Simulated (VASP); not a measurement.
A convergence study with VASP on Li (bcc): a few settings are varied, all else stays as given below, so the limit is that of these other settings. The cell's lengths are 1 % over those of the tabulated start, so it is off equilibrium.

```xyz
1
Lattice="-1.7625 1.7625 1.7625 1.7625 -1.7625 1.7625 1.7625 1.7625 -1.7625" Properties=species:S:1:pos:R:3 pbc="T T T"
Li     0.0000     0.0000     0.0000
```

The numbers are results of PBE GGA, VASP's PBE PAW potentials (set 64) (plane waves; VASP 6.6.1), not measurements. The last row used: 700 eV cut-off, 12×12×12 Γ-centred mesh, first-order Methfessel-Paxton smearing of 0.10 eV, potentials Li_sv.

```csv
setting,E (eV/atom),pressure (GPa),electronic steps
"ALGO = Normal, EDIFF = 1E-2",-1.8955,-2.37,6
"ALGO = Normal, EDIFF = 1E-3",-1.8949,-0.96,7
"ALGO = Normal, EDIFF = 1E-4",-1.8949,-1.09,8
"ALGO = Normal, EDIFF = 1E-5",-1.8949,-1.08,8
"ALGO = Normal, EDIFF = 1E-6",-1.8949,-1.08,9
"ALGO = Normal, EDIFF = 1E-7",-1.8949,-1.08,11
"ALGO = Normal, EDIFF = 1E-8",-1.8949,-1.08,13
"ALGO = Normal, EDIFF = 1E-9",-1.8949,-1.08,14
"ALGO = Fast, EDIFF = 1E-2",-1.8955,-2.42,6
"ALGO = Fast, EDIFF = 1E-3",-1.8948,-1.14,7
"ALGO = Fast, EDIFF = 1E-4",-1.8949,-1.17,8
"ALGO = Fast, EDIFF = 1E-5",-1.8949,-1.10,9
"ALGO = Fast, EDIFF = 1E-6",-1.8949,-1.08,11
"ALGO = Fast, EDIFF = 1E-7",-1.8949,-1.08,14
"ALGO = Fast, EDIFF = 1E-8",-1.8949,-1.08,16
"ALGO = Fast, EDIFF = 1E-9",-1.8949,-1.08,20
"ALGO = All, EDIFF = 1E-2",-1.8947,-1.22,6
"ALGO = All, EDIFF = 1E-3",-1.8948,-1.08,7
"ALGO = All, EDIFF = 1E-4",-1.8948,-1.08,7
"ALGO = All, EDIFF = 1E-5",-1.8949,-1.07,10
"ALGO = All, EDIFF = 1E-6",-1.8949,-1.08,12
"ALGO = All, EDIFF = 1E-7",-1.8949,-1.08,14
"ALGO = All, EDIFF = 1E-8",-1.8949,-1.08,17
"ALGO = All, EDIFF = 1E-9",-1.8949,-1.08,30
```

Left out are rungs that failed or repeat a setting and relaxations that didn't move; long series are thinned to 24 rows.

The compound is Li in the bcc structure. The cell was not relaxed at this level.
